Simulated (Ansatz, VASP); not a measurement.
# Cross-check of P (P monolayer (from Cmce)) between VASP and Ansatz, part 2 of 2

Wanted: the spread between two codes on one cell, functional and k mesh. Of the first pair: The structure shown is the start of the Ansatz relaxation below; VASP solves that cell, so the two are compared at the walk's first step.

VASP 6.6.1 and Ansatz 0.2.0.

So far: Starting point; Ansatz: relaxation, PBEsol; VASP: single point, PBEsol, start cell, pair 1.

## Step 4: Differences

Known differences besides the potentials themselves: Ansatz cuts the interaction across the vacuum, VASP repeats the sheet with a dipole correction; the cutoff is 420 eV in Ansatz and 400 eV in VASP; Ansatz makes its cores anew for this functional, VASP keeps those of its PBE data sets. Total energies have different zeros and are not compared.

Forces (eV/Å; atoms numbered as in POSCAR):

```tsv
atom	Ansatz x, y, z	VASP x, y, z
P1	0.000, -0.015, -0.080	0.000, -0.030, -0.098
P2	0.000, 0.015, 0.080	0.000, 0.030, 0.098
P3	0.000, 0.015, -0.080	0.000, 0.030, -0.098
P4	0.000, -0.015, 0.080	0.000, -0.030, 0.098
```

The forces differ by 13 meV/Å r.m.s., which is 22.1 % of the r.m.s. force of 0.059 eV/Å (both taken over all components). With vacuum in the cell, a pressure given here is an average over mostly empty space and none of the material.

## Step 5: Ansatz: relaxation, PBEsol

This run makes the geometry at which the two programs are then compared.

The structure compared here is the end of the Ansatz relaxation.

File input.yaml:

```yaml
crystal:
  lattice:
    - [3.3164, 0.0, 0.0]
    - [0.0, 4.3793, 0.0]
    - [0.0, 0.0, 26.130768]
  atoms:
    - { symbol: P, position: [0.0, 0.0, 0.5407712] }
    - { symbol: P, position: [0.0, 0.16136, 0.4592288] }
    - { symbol: P, position: [0.5, 0.66136, 0.5407712] }
    - { symbol: P, position: [0.5, 0.5, 0.4592288] }
  periodic: [true, true, false]
basis:
  ecutwfc: 420
  xc_grid: 2
hamiltonian:
  xc: pbesol
  pseudopotentials: { kind: paw, azcp: { folder: soft_1 }, xc_functional: pbe }
kpoints:
  mp_grid: { grid: [10, 8, 1] }
scf:
  occupations: { method: fermi_dirac, width: 0.02 }
  max_iter: 60
relax:
  f_tol: 0.005
  max_steps: 60
  cell: {}
output:
  forces: true
checkpoint:
  write: "../cell.run"
  compress: false
  write_wavefunctions: false
  write_every: 100000
```

On the command line:

```
$ ansatz run input.yaml --threads 32 --pin off --max-ram 84787MiB --backend cuda --events-out ev --progress --plain --runs-dir out --max-vram 78GiB
```

Numbers of over 12 decimals in the logs are rounded to 6 here.

The log of the run:

```text
[...]
Crystal: 4 atoms, lattice volume = 407.552 Å³
Basis set: ecut = 420 eV, 8013 PW (Γ), exchange–correlation on 48×60×384 points (8 copies of the dense FFT grid, shifted against one another)
Bands: 14, of which v1, the nominal top of the filled ones, is band 10 counted from 1 (9 counted from 0)
Symmetry: 8 space group operations
[...]
--- Relaxed structure (6 steps of the walk, 5 accepted, 1 SCFs on fresh bases) ---
[...]
cell:  # Å, volume = 408.0967 Å³
    - [3.285098, 0.0, 0.0]
    - [0.0, 4.426938, 0.0]
    - [0.0, 0.0, 28.061531]
  atoms:
    - { symbol: P, position: [0, -0.00158544, 0.503313] }
    - { symbol: P, position: [0, 0.162945, 0.427882] }
    - { symbol: P, position: [0.500000, 0.662945, 0.503313] }
    - { symbol: P, position: [0.500000, 0.498415, 0.427882] }
[key lines of the parts left out:]
SCF converged after 7 iterations
Free energy (F): -2959.927531 eV
Fermi energy:    -4.588538 eV
P = ½ c Tr σ = 0.0164 N/m
```

## Step 6: VASP: single point, PBEsol, relaxed cell, pair 2

The same cell, functional, mesh and smearing now go to VASP, with its own data sets.

File INCAR:

```
SYSTEM = P
PREC = Accurate
ENCUT = 400
EDIFF = 1E-06
NELM = 120
ISMEAR = -1
SIGMA = 0.02
LREAL = .FALSE.
ALGO = Normal
GGA = PS
NBANDS = 16
LORBIT = 11
LWAVE = .FALSE.
LCHARG = .FALSE.
ISIF = 2
LDIPOL = .TRUE.
IDIPOL = 3
DIPOL = 0.5 0.5 0.466
LVHAR = .TRUE.
LASPH = .TRUE.
GGA_COMPAT = .FALSE.
EFERMI = MIDGAP
NELMDL = -8
```

File POSCAR:

```
P
1.0
    3.2850976397      0.0000000000      0.0000000000
    0.0000000000      4.4269381562      0.0000000000
    0.0000000000      0.0000000000     28.0615310731
P
4
Direct
    0.0000000000      0.9984145649      0.5033130001
    0.0000000000      0.1629454351      0.4278823767
    0.5000000000      0.6629454351      0.5033130001
    0.5000000000      0.4984145649      0.4278823767
```

File KPOINTS:

```
Automatic mesh
0
Gamma
10 8 1
0 0 0
```

PAW data sets: P (PBE family, release 64).

On the command line:

```
$ mpirun -np 1 vasp_std
```

The log of the run:

```text
[banner, memory and clock lines left out]
running    1 mpi-ranks, on    1 nodes
[...]
[... a notice as in an earlier step ...]

 LDA part: xc-table for (Slater+PW92), standard interpolation
 POSCAR, INCAR and KPOINTS ok, starting setup
[...]
entering main loop
       N       E                     dE             d eps       ncg     rms          rms(c)
DAV:   1     0.130439141967E+03    0.13044E+03   -0.53637E+03   976   0.687E+02
DAV:   2    -0.651104450854E+01   -0.13695E+03   -0.12862E+03  1464   0.144E+02
DAV:   3    -0.227408575560E+02   -0.16230E+02   -0.16165E+02  1328   0.608E+01
DAV:   4    -0.230786487638E+02   -0.33779E+00   -0.33683E+00  1376   0.113E+01
[...]
DAV:  24    -0.228430457509E+02   -0.40635E-05   -0.96306E-08  1000   0.110E-03    0.235E-04
DAV:  25    -0.228430472152E+02   -0.14643E-05   -0.37820E-08   920   0.531E-04    0.147E-04
DAV:  26    -0.228430477000E+02   -0.48486E-06   -0.44404E-09   808   0.258E-04
   1 F= -.22843048E+02 E0= -.22843048E+02  d E =-.631218E-09
```

Parts of OUTCAR (step 6):

```text
  Total       -0.0172652     -0.0171935     -0.0804686     -0.0000000      0.0000000      0.0000000
  in kB       -0.0677828     -0.0675013     -0.3159178     -0.0000000      0.0000000      0.0000000
  external PRESSURE =      -0.1504006 kB  Pullay stress =       0.0000000 kB

 POSITION                                       TOTAL-FORCE (eV/Angst)
 -----------------------------------------------------------------------------------
      0.00000      4.41992     14.12373        -0.000000     -0.013998     -0.017060
      0.00000      0.72135     12.00703        -0.000000      0.013998      0.017060
      1.64255      2.93482     14.12373         0.000000      0.013998     -0.017060
      1.64255      2.20645     12.00703         0.000000     -0.013998      0.017060
 -----------------------------------------------------------------------------------
    total drift:                               -0.000000     -0.000004     -0.000011

  FREE ENERGIE OF THE ION-ELECTRON SYSTEM (eV)
  ---------------------------------------------------
  free  energy   TOTEN  =       -22.8430477000 eV

  energy  without entropy=      -22.8430476994  energy(sigma->0) =      -22.84304770

[... 1 part as in an earlier step ...]

[... 2 further parts left out ...]
[key lines of the parts left out:]
E-fermi :  -2.5278
```

## Step 7: Differences

Compared:

```tsv
quantity	Ansatz	VASP	difference
gap on the k mesh (eV)	0.686	0.701	-0.016
```

At this near-relaxed geometry the largest component of a force difference is 18 meV/Å. A gap on the mesh is an upper bound, since the band edges may lie between its points. With vacuum in the cell, a pressure given here is an average over mostly empty space and none of the material.

## Step 8: Results

```json
{
 "r.m.s. force difference (single point, PBEsol, start cell, pair 1)": "13 meV/Å",
 "r.m.s. force difference (single point, PBEsol, relaxed cell, pair 2)": "13 meV/Å"
}
```

The r.m.s. force difference is 13 meV/Å (single point, PBEsol, relaxed cell, pair 2), beyond the 12 meV/Å picked in this series as the mark of a large difference. What causes the difference of the single point, PBEsol, start cell, pair 1 pair stays open here. What causes the difference of the single point, PBEsol, relaxed cell, pair 2 pair stays open here. How closely two codes agree says nothing of how well the functional describes the real material.

[Lines on the potential files, build, host, timing and source positions are cut from VASP's logs without a mark.]

[Logs are printed without paths, hosts, clocks, repeated set-up lines and the standing remarks that a program may print on its own settings, such as how far it seeks lower states.]

[Hosts, paths, dates, database ids (printed as entryN), source tags and the programs' standing remarks are cut or masked in the printed files.]
